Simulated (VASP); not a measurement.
PtSe2:

```
Pt Se
1.0
     3.72400    0.00000    0.00000
    -1.86200    3.22508    0.00000
     0.00000    0.00000    5.14299
Pt Se
1 2
Cartesian
  0.0000 0.0000 0.0000
  0.0000 2.1501 1.2655
  1.8620 1.0750 3.8775
```

- Program: VASP 6.6.1
- Task: relaxation of the atoms
- Functional: rev-vdW-DF2
- Potentials or basis: VASP PAW PBE potentials, release 64 (Pt, Se)
- Cutoff: 520 eV
- k mesh: 10 × 10 × 8
- Occupations: gaussian, width 0.05 eV
- Spin: no spin polarisation

At the start: pressure 5.5 GPa; volume 20.59 Å³/atom.

Problem. Where does the relaxation end?

Solution. Over 4 steps the energy falls by 15.3 meV/atom; space group P-3m1 (No. 164, to 0.05 Å).

Step by step:
```
step  energy change (eV)  largest force (eV/Å)  pressure (GPa)
   1              0.0000                0.7475            5.52
   2             -0.0376                0.3067            3.21
   3             -0.0458                0.0218            1.51
   4             -0.0458                0.0000            1.61
```

Final structure:
```
Pt Se
1.0
     3.72400    0.00000    0.00000
    -1.86200    3.22508    0.00000
     0.00000    0.00000    5.14299
Pt Se
1 2
Direct
  0.00000 0.00000 0.00000
  0.33333 0.66667 0.25831
  0.66667 0.33333 0.74169
```

Caveat: the PAW data sets were made with another functional, which shifts forces and pressure a little.
